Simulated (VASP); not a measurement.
# C: cell size against the level of theory

Which functional gives the lattice of C as experiment finds it, and is a dearer one worth its cost? The levels: PBE, LDA, r2SCAN and PBE + D3(BJ). LASPH is on for some levels and off for others; the table marks which. The start is a cell from a database of measured crystal structures.

Calculated with VASP 6.6.1; PBE; plane waves and PAW (C), in the first sound run; inputs show where later runs differ.

**Measured values to reproduce.**

For C, diamond cubic (pristine diamond, quoted literature value), “Creating two-dimensional solid helium via diamond lattice confinement” (2022, pmc:9553866) quotes earlier work: lattice constant a (cubic lattice constant a) 3.567 Å [literature experimental value quoted in the paper's theory part for comparison …].

### 1. Set-up

Before any relaxation, the start is as follows. It takes space group Fd-3m (No. 227, cubic). Conventional cell: a = 3.567 Å, b = 3.567 Å, c = 3.567 Å, α = 90.00°, β = 90.00°, γ = 90.00°. Nearest to C lie 4 C at 1.54 Å.

### 2. Relaxation with PBE

The start need not lie at this functional's minimum. ISIF = 3 frees volume, shape and positions, and EDIFFG sets the threshold on forces and stress at which the search stops. PBE, the usual starting point, adds the gradient of the density.

INCAR

```
SYSTEM = C
PREC = Accurate
ENCUT = 560
EDIFF = 1E-06
NELM = 100
ISMEAR = -1
SIGMA = 0.05
LREAL = .FALSE.
ALGO = Normal
GGA = PE
NBANDS = 10
LORBIT = 11
LWAVE = .FALSE.
LCHARG = .FALSE.
KPAR = 2
IBRION = 2
NSW = 60
ISIF = 3
EDIFFG = -0.01
```

POSCAR

```
C
1.0
    0.0000000000      1.7833180000      1.7833180000
    1.7833180000      0.0000000000      1.7833180000
    1.7833180000      1.7833180000      0.0000000000
C
2
Direct
    0.7500000000      0.7500000000      0.7500000000
    0.5000000000      0.5000000000      0.5000000000
```

KPOINTS

```
Automatic mesh
0
Gamma
11 11 11
0 0 0
```

PAW data sets: C (PBE family, release 64).

Command:

```console
> mpirun -np 2 vasp_std
```

What it wrote:

```text
[banner, memory and clock lines left out]
running    2 mpi-ranks, on    1 nodes
 distrk:  each k-point on    1 cores,    2 groups
 distr:  one band on    1 cores,    1 groups

 POSCAR found type information on POSCAR C
 POSCAR found :  1 types and       2 ions
 LDA part: xc-table for (Slater+PW92), standard interpolation
 POSCAR, INCAR and KPOINTS ok, starting setup
 FFT: planning ... GRIDC
 FFT: planning ... GRID_SOFT
 FFT: planning ... GRID
 WAVECAR not read
 entering main loop
       N       E                     dE             d eps       ncg     rms          rms(c)
DAV:   1     0.253060656228E+01    0.25306E+01   -0.50967E+03  1160   0.815E+02
DAV:   2    -0.184908937310E+02   -0.21022E+02   -0.20326E+02  1554   0.136E+02
DAV:   3    -0.188246509444E+02   -0.33376E+00   -0.33322E+00  1324   0.140E+01
DAV:   4    -0.188253317811E+02   -0.68084E-03   -0.68080E-03  1196   0.691E-01
DAV:   5    -0.188253326873E+02   -0.90624E-06   -0.90600E-06  1270   0.247E-02    0.554E+00
DAV:   6    -0.183463028305E+02    0.47903E+00   -0.26707E-01  1154   0.388E+00    0.331E+00
DAV:   7    -0.181851011541E+02    0.16120E+00   -0.32250E-01  1226   0.432E+00    0.754E-01
DAV:   8    -0.181868438810E+02   -0.17427E-02   -0.77911E-03  1154   0.712E-01    0.434E-02
DAV:   9    -0.181868785640E+02   -0.34683E-04   -0.65867E-05  1366   0.694E-02    0.237E-02
DAV:  10    -0.181868984556E+02   -0.19892E-04   -0.15734E-05  1164   0.382E-02    0.500E-03
DAV:  11    -0.181868984992E+02   -0.43560E-07   -0.19913E-07   990   0.446E-03
   1 F= -.18186898E+02 E0= -.18186898E+02  d E =-.181869E+02
 curvature:   0.00 expect dE= 0.000E+00 dE for cont linesearch  0.000E+00
 trial: gam= 0.00000 g(F)=  0.128E-47 g(S)=  0.167E-02 ort = 0.000E+00 (trialstep = 0.100E+01)
 search vector abs. value=  0.167E-02
 bond charge predicted
       N       E                     dE             d eps       ncg     rms          rms(c)
DAV:   1    -0.181872507558E+02   -0.35230E-03   -0.33268E-02  1192   0.160E+00    0.165E-01
DAV:   2    -0.181868735835E+02    0.37717E-03   -0.39331E-04  1188   0.170E-01    0.928E-02
DAV:   3    -0.181867111044E+02    0.16248E-03   -0.25403E-04  1172   0.117E-01    0.130E-02
DAV:   4    -0.181867106909E+02    0.41350E-06   -0.32826E-06  1206   0.172E-02
   2 F= -.18186711E+02 E0= -.18186711E+02  d E =0.187808E-03
 trial-energy change:    0.000188  1 .order    0.000187   -0.001674    0.002049
 step:   0.4496(harm=  0.4496)  dis= 0.00000  next Energy=   -18.187275 (dE=-0.376E-03)
 bond charge predicted
       N       E                     dE             d eps       ncg     rms          rms(c)
DAV:   1    -0.181874296213E+02   -0.71852E-03   -0.10044E-02  1192   0.882E-01    0.910E-02
DAV:   2    -0.181873172999E+02    0.11232E-03   -0.11947E-04  1188   0.937E-02    0.511E-02
DAV:   3    -0.181872714071E+02    0.45893E-04   -0.76557E-05  1172   0.641E-02    0.710E-03
DAV:   4    -0.181872714894E+02   -0.82338E-07   -0.97395E-07  1026   0.940E-03
   3 F= -.18187271E+02 E0= -.18187271E+02  d E =-.372990E-03
 curvature:  -0.22 expect dE=-0.573E-08 dE for cont linesearch -0.573E-08
 trial: gam=-0.00389 g(F)=  0.180E-46 g(S)=  0.255E-07 ort = 0.653E-05 (trialstep = 0.890E+00)
 search vector abs. value=  0.100E-09
 reached required accuracy - stopping structural energy minimisation
```

Wall time 3.6 s (2 MPI ranks of Intel Xeon 6975P-C (Granite Rapids), shared host); peak memory 0.22 GiB.

Lines that name or quote the potential files are left out of all logs, and their timing lines are given in words.

From OUTCAR (step 2):

```text
ion  position               nearest neighbor table
   1  0.750  0.750  0.750-   2 1.54   2 1.54   2 1.54   2 1.54
   2  0.500  0.500  0.500-   1 1.54   1 1.54   1 1.54   1 1.54

  LATTYP: Found a face centered cubic cell.
 ALAT       =     3.5666360000

 Subroutine GETGRP returns: Found 48 space group operations
 (whereof 24 operations were pure point group operations)

The static configuration has the point symmetry T_d .
 The point group associated with its full space group is O_h .

 Found     56 irreducible k-points:

   k-points           NKPTS =     56   k-points in BZ     NKDIM =     56   number of bands    NBANDS=     10

   dimension x,y,z NGX =    20 NGY =   20 NGZ =   20
   dimension x,y,z NGXF=    40 NGYF=   40 NGZF=   40

   ENCUT  =  560.0 eV  41.16 Ry    6.42 a.u.   4.87  4.87  4.87*2*pi/ulx,y,z

   NELECT =       8.0000    total number of electrons

 k-points in reciprocal lattice and weights: Automatic mesh
   0.00000000  0.00000000  0.00000000       0.001
   0.09090909  0.00000000  0.00000000       0.006
   0.18181818  0.00000000  0.00000000       0.006
   0.27272727  0.00000000  0.00000000       0.006
   0.36363636  0.00000000  0.00000000       0.006
   0.45454545  0.00000000  0.00000000       0.006
   0.09090909  0.09090909  0.00000000       0.005
   0.18181818  0.09090909  0.00000000       0.018
   0.27272727  0.09090909  0.00000000       0.018
[...]
-0.36363636  0.45454545  0.18181818       0.018
  -0.27272727  0.45454545  0.18181818       0.018

 average (electrostatic) potential at core
       1 -45.4553       2 -45.4553

 E-fermi :  10.6141

 k-point     1 :       0.0000    0.0000    0.0000
  band No.  band energies     occupation
      1     -11.7525      2.00000
      2       9.6590      2.00000
      3       9.6590      2.00000
      4       9.6590      2.00000
      5      15.2357      0.00000
      6      15.2357      0.00000
      7      15.2357      0.00000
      8      22.8797      0.00000
      9      28.8920      0.00000
    ...

 k-point     2 :       0.0909    0.0000    0.0000
  band No.  band energies     occupation
      1     -11.5245      2.00000
      2       8.2394      2.00000
      3       9.2839      2.00000
      4       9.2839      2.00000
      5      15.7280      0.00000
      6      15.7280      0.00000
      7      16.0472      0.00000
      8      23.0797      0.00000
      9      29.2666      0.00000
    ...

 k-point     3 :       0.1818    0.0000    0.0000
  band No.  band energies     occupation
      1     -10.8437      2.00000
      2       5.4105      2.00000
      3       8.5049      2.00000
      4       8.5049      2.00000
      5      16.7440      0.00000
      6      16.7440      0.00000
      7      17.1848      0.00000
      8      23.6485      0.00000
      9      29.9883      0.00000
    ...

  Total        0.0005936      0.0005936      0.0005936      0.0000000      0.0000000      0.0000000
  in kB        0.0834307      0.0834307      0.0834307      0.0000000      0.0000000      0.0000000
  external PRESSURE =       0.0834307 kB  Pullay stress =       0.0000000 kB

  energy-cutoff  :      560.00
  volume of cell :       11.40
      direct lattice vectors                 reciprocal lattice vectors
    -0.000000000  1.786259424  1.786259424    -0.279914548  0.279914548  0.279914548
     1.786259424  0.000000000  1.786259424     0.279914548 -0.279914548  0.279914548
     1.786259424  1.786259424 -0.000000000     0.279914548  0.279914548 -0.279914548

 POSITION                                       TOTAL-FORCE (eV/Angst)
 -----------------------------------------------------------------------------------
      2.67939      2.67939      2.67939        -0.000000     -0.000000     -0.000000
      1.78626      1.78626      1.78626         0.000000      0.000000      0.000000
 -----------------------------------------------------------------------------------
    total drift:                                0.000000     -0.000000      0.000000

  FREE ENERGIE OF THE ION-ELECTRON SYSTEM (eV)
  ---------------------------------------------------
  free  energy   TOTEN  =       -18.1872714894 eV

  energy  without entropy=      -18.1872714894  energy(sigma->0) =      -18.18727149

 reached required accuracy - stopping structural energy minimisation

 total charge
# of ion       s       p       d       tot
------------------------------------------
    1        0.827   1.743   0.000   2.571
    2        0.827   1.743   0.000   2.571
--------------------------------------------------
tot          1.655   3.486   0.000   5.141

[... 3 further parts left out ...]
```

CONTCAR:

```
C
   1.00000000000000
    -0.0000000000000000    1.7862594238352538    1.7862594238352538
     1.7862594238352538    0.0000000000000000    1.7862594238352538
     1.7862594238352538    1.7862594238352538   -0.0000000000000000
  C
     2
Direct
     0.7500000000000000    0.7500000000000000    0.7500000000000000
     0.5000000000000000    0.5000000000000000    0.5000000000000000
```

The gap is read on the k-mesh alone, so it is an upper bound where the band edges lie off the mesh. The run keeps the 48 symmetry operations of its start, so it cannot find a distortion of lower symmetry.

The steps of the relaxation:

| step | energy less that of the first step (eV) | largest force (eV/Å) | pressure (GPa) | volume (Å³) |
| --- | --- | --- | --- | --- |
| 1 | 0.0000 | 0.0000 | 2.15 | 11.34 |
| 2 | 0.0002 | 0.0000 | -2.60 | 11.47 |
| 3 | -0.0004 | 0.0000 | 0.01 | 11.40 |

| conventional cell, symmetrised | before | after | change |
| --- | --- | --- | --- |
| a (Å) | 3.567 | 3.573 | +0.2 % |
| b (Å) | 3.567 | 3.573 | +0.2 % |
| c (Å) | 3.567 | 3.573 | +0.2 % |
| volume (Å³/atom) | 5.67 | 5.70 | +0.5 % |

Final coordinates:

```
C
1.0
     0.00000    1.78626    1.78626
     1.78626    0.00000    1.78626
     1.78626    1.78626    0.00000
C
2
Direct
  0.75000 0.75000 0.75000
  0.50000 0.50000 0.50000
```

Numbers from this step:

```yaml
electrons: 8
bands: 10
irreducible_k_points: 56
symmetry_operations: 48
free_energy_toten: -18.19 eV
fermi_energy: 10.61 eV
pressure: 0.008343 GPa
metallic: no
valence_top_at_k: 0, 0, 0
conduction_bottom_at_k: 0.3636, 0.3636, 0
least_direct_gap_at_k: 0, 0, 0
scf_cycles_over_all_ionic_steps: 19
gap_on_the_k_mesh: 4.118 eV
least_direct_gap_on_the_k_mesh: 5.577 eV
```

It ends with forces that vanish by symmetry and a pressure of 0.01 GPa. The volume lies +0.5 % from that of the database's start. The conventional cell has a = 3.573 Å.

### 3. Relaxation with LDA

This step: LDA; plane waves and PAW (C) (VASP 6.6.1).

LDA, the lowest rung, knows the local density alone.

INCAR: that of step 2 with these lines changed.

```diff
@@ -9,3 +9,3 @@
 ALGO = Normal
-GGA = PE
+GGA = CA
 NBANDS = 10
```

POSCAR is that of step 2.

KPOINTS is that of step 2.

Command:

```console
> mpirun -np 2 vasp_std
```

What it wrote:

```text
[banner, memory and clock lines left out]
running    2 mpi-ranks, on    1 nodes
 distrk:  each k-point on    1 cores,    2 groups
 distr:  one band on    1 cores,    1 groups

 POSCAR found type information on POSCAR C
 POSCAR found :  1 types and       2 ions
|                                                                             |
|               ----> ADVICE to this user running VASP <----                  |
|                                                                             |
|     You enforced a specific xc type in the INCAR file but a different       |
|     [... a line on the potential file left out ...]
|     I HOPE YOU KNOW WHAT YOU ARE DOING!                                     |
|                                                                             |

 LDA part: xc-table for (Slater(with rela. corr.)+CA(PZ))
 , standard interpolation
 POSCAR, INCAR and KPOINTS ok, starting setup
 FFT: planning ... GRIDC
 FFT: planning ... GRID_SOFT
 FFT: planning ... GRID
 WAVECAR not read
 entering main loop
       N       E                     dE             d eps       ncg     rms          rms(c)
DAV:   1     0.280506559626E+00    0.28051E+00   -0.50981E+03  1160   0.815E+02
DAV:   2    -0.206949285934E+02   -0.20975E+02   -0.20275E+02  1554   0.135E+02
DAV:   3    -0.210310840471E+02   -0.33616E+00   -0.33560E+00  1324   0.140E+01
DAV:   4    -0.210317716401E+02   -0.68759E-03   -0.68756E-03  1182   0.697E-01
DAV:   5    -0.210317725719E+02   -0.93180E-06   -0.93167E-06  1278   0.253E-02    0.550E+00
DAV:   6    -0.204640371946E+02    0.56774E+00   -0.32628E-01  1156   0.421E+00    0.318E+00
DAV:   7    -0.202661526680E+02    0.19788E+00   -0.38146E-01  1214   0.457E+00    0.694E-01
DAV:   8    -0.202659270089E+02    0.22566E-03   -0.76037E-03  1184   0.777E-01    0.248E-02
DAV:   9    -0.202659171362E+02    0.98727E-05   -0.27716E-05  1246   0.442E-02    0.183E-02
DAV:  10    -0.202659185284E+02   -0.13922E-05   -0.15703E-06  1178   0.111E-02    0.389E-03
DAV:  11    -0.202659184676E+02    0.60879E-07   -0.47972E-08   632   0.184E-03
   1 F= -.20265918E+02 E0= -.20265918E+02  d E =-.202659E+02
 curvature:   0.00 expect dE= 0.000E+00 dE for cont linesearch  0.000E+00
 trial: gam= 0.00000 g(F)=  0.144E-47 g(S)=  0.433E-01 ort = 0.000E+00 (trialstep = 0.100E+01)
 search vector abs. value=  0.433E-01
 bond charge predicted
       N       E                     dE             d eps       ncg     rms          rms(c)
DAV:   1    -0.202749144785E+02   -0.89960E-02   -0.89599E-01  1226   0.855E+00    0.866E-01
DAV:   2    -0.202635104823E+02    0.11404E-01   -0.12143E-02  1196   0.936E-01    0.476E-01
DAV:   3    -0.202590539877E+02    0.44565E-02   -0.76391E-03  1188   0.637E-01    0.612E-02
DAV:   4    -0.202590374077E+02    0.16580E-04   -0.89718E-05  1196   0.916E-02    0.473E-02
DAV:   5    -0.202590178849E+02    0.19523E-04   -0.42732E-06  1190   0.220E-02    0.432E-03
DAV:   6    -0.202590178644E+02    0.20529E-07   -0.66711E-08   570   0.264E-03
   2 F= -.20259018E+02 E0= -.20259018E+02  d E =0.690060E-02
 trial-energy change:    0.006901  1 .order    0.007600   -0.043268    0.058469
 step:   0.4354(harm=  0.4253)  dis= 0.00000  next Energy=   -20.275397 (dE=-0.948E-02)
 bond charge predicted
       N       E                     dE             d eps       ncg     rms          rms(c)
DAV:   1    -0.202805301209E+02   -0.21512E-01   -0.28004E-01  1190   0.468E+00    0.483E-01
DAV:   2    -0.202769353312E+02    0.35948E-02   -0.36957E-03  1182   0.512E-01    0.267E-01
DAV:   3    -0.202755242621E+02    0.14111E-02   -0.24077E-03  1192   0.356E-01    0.317E-02
DAV:   4    -0.202755187908E+02    0.54713E-05   -0.30095E-05  1186   0.526E-02    0.248E-02
DAV:   5    -0.202755120829E+02    0.67079E-05   -0.13948E-06  1164   0.124E-02    0.270E-03
DAV:   6    -0.202755119893E+02    0.93609E-07   -0.22326E-08   560   0.168E-03
   3 F= -.20275512E+02 E0= -.20275512E+02  d E =-.959352E-02
 curvature:  -0.21 expect dE=-0.527E-06 dE for cont linesearch -0.527E-06
 trial: gam=-0.00751 g(F)=  0.183E-48 g(S)=  0.248E-05 ort = 0.328E-03 (trialstep = 0.887E+00)
 search vector abs. value=  0.242E-09
 reached required accuracy - stopping structural energy minimisation
```

The job ended after 4 s (2 MPI ranks; peak memory 0.22 GiB).

Parts of OUTCAR (step 3):

```text
 Found     56 irreducible k-points:

   NELECT =       8.0000    total number of electrons

 E-fermi :  10.8925

 k-point     1 :       0.0000    0.0000    0.0000
  band No.  band energies     occupation
      1     -11.7993      2.00000
      2       9.8555      2.00000
      3       9.8555      2.00000
      4       9.8555      2.00000
      5      15.4701      0.00000
      6      15.4701      0.00000
      7      15.4701      0.00000
      8      23.9947      0.00000
      9      29.1837      0.00000
    ...

 k-point     2 :       0.0909    0.0000    0.0000
  band No.  band energies     occupation
      1     -11.5670      2.00000
      2       8.4168      2.00000
      3       9.4682      2.00000
      4       9.4682      2.00000
      5      15.9766      0.00000
      6      15.9766      0.00000
      7      16.3288      0.00000
      8      24.1269      0.00000
      9      29.5491      0.00000
    ...

  Total       -0.0058535     -0.0058535     -0.0058535      0.0000000      0.0000000      0.0000000
  in kB       -0.8472918     -0.8472918     -0.8472918      0.0000000      0.0000000      0.0000000
  external PRESSURE =      -0.8472918 kB  Pullay stress =       0.0000000 kB

  energy-cutoff  :      560.00
  volume of cell :       11.07
      direct lattice vectors                 reciprocal lattice vectors
    -0.000000000  1.768834196  1.768834196    -0.282672057  0.282672057  0.282672057
     1.768834196  0.000000000  1.768834196     0.282672057 -0.282672057  0.282672057
     1.768834196  1.768834196  0.000000000     0.282672057  0.282672057 -0.282672057

 POSITION                                       TOTAL-FORCE (eV/Angst)
 -----------------------------------------------------------------------------------
      2.65325      2.65325      2.65325         0.000000      0.000000      0.000000
      1.76883      1.76883      1.76883        -0.000000     -0.000000     -0.000000
 -----------------------------------------------------------------------------------
    total drift:                                0.000000     -0.000000      0.000000

  FREE ENERGIE OF THE ION-ELECTRON SYSTEM (eV)
  ---------------------------------------------------
  free  energy   TOTEN  =       -20.2755119893 eV

  energy  without entropy=      -20.2755119893  energy(sigma->0) =      -20.27551199

 total charge
# of ion       s       p       d       tot
------------------------------------------
    1        0.815   1.777   0.000   2.592
    2        0.815   1.777   0.000   2.592
--------------------------------------------------
tot          1.630   3.554   0.000   5.184

[... 9 parts as in an earlier step ...]

[... 5 further parts left out ...]
```

CONTCAR:

```
C
   1.00000000000000
    -0.0000000000000000    1.7688341957663793    1.7688341957663793
     1.7688341957663793    0.0000000000000000    1.7688341957663793
     1.7688341957663793    1.7688341957663793    0.0000000000000000
  C
     2
Direct
     0.7500000000000000    0.7500000000000000    0.7500000000000000
     0.5000000000000000    0.5000000000000000    0.5000000000000000
```

The PAW data sets were made with PBE, though LDA sets exist; this is a small mismatch.

Step by step:

| step | energy less that of the first step (eV) | largest force (eV/Å) | pressure (GPa) | volume (Å³) |
| --- | --- | --- | --- | --- |
| 1 | 0.0000 | 0.0000 | -10.92 | 11.34 |
| 2 | 0.0069 | 0.0000 | 15.62 | 10.72 |
| 3 | -0.0096 | 0.0000 | -0.08 | 11.07 |

| conventional cell, symmetrised | before | after | change |
| --- | --- | --- | --- |
| a (Å) | 3.567 | 3.538 | -0.8 % |
| b (Å) | 3.567 | 3.538 | -0.8 % |
| c (Å) | 3.567 | 3.538 | -0.8 % |
| volume (Å³/atom) | 5.67 | 5.53 | -2.4 % |

Final coordinates:

```cif
data_structure
_symmetry_space_group_name_H-M 'P 1'
_symmetry_Int_Tables_number 1
_cell_length_a 2.5015
_cell_length_b 2.5015
_cell_length_c 2.5015
_cell_angle_alpha 60.000
_cell_angle_beta 60.000
_cell_angle_gamma 60.000
_cell_volume 11.07
loop_
_atom_site_label
_atom_site_type_symbol
_atom_site_fract_x
_atom_site_fract_y
_atom_site_fract_z
_atom_site_occupancy
C1 C 0.75000 0.75000 0.75000 1
C2 C 0.50000 0.50000 0.50000 1
```

Numbers from this step:

* free energy (TOTEN): -20.28 eV
* Fermi energy: 10.89 eV
* pressure: -0.08473 GPa
* SCF cycles over all ionic steps: 23
* gap on the k-mesh: 4.160 eV
* least direct gap on the k-mesh: 5.615 eV

It ends at 5.534 Å³/atom, -2.4 % from the start, with -0.08 GPa left. The conventional cell has a = 3.538 Å.

(Continued in part 2 of 2.)

[Lines on the potential files, build, host, timing and source positions are cut from VASP's logs without a mark.]

[Logs are printed without paths, hosts, clocks, repeated set-up lines and the standing remarks that a program may print on its own settings, such as how far it seeks lower states.]

[Hosts, paths, dates, database ids (printed as entryN), source tags and the programs' standing remarks are cut or masked in the printed files.]

[A measured line is paired with the nearest computed mode of its activity, which favours agreement.]
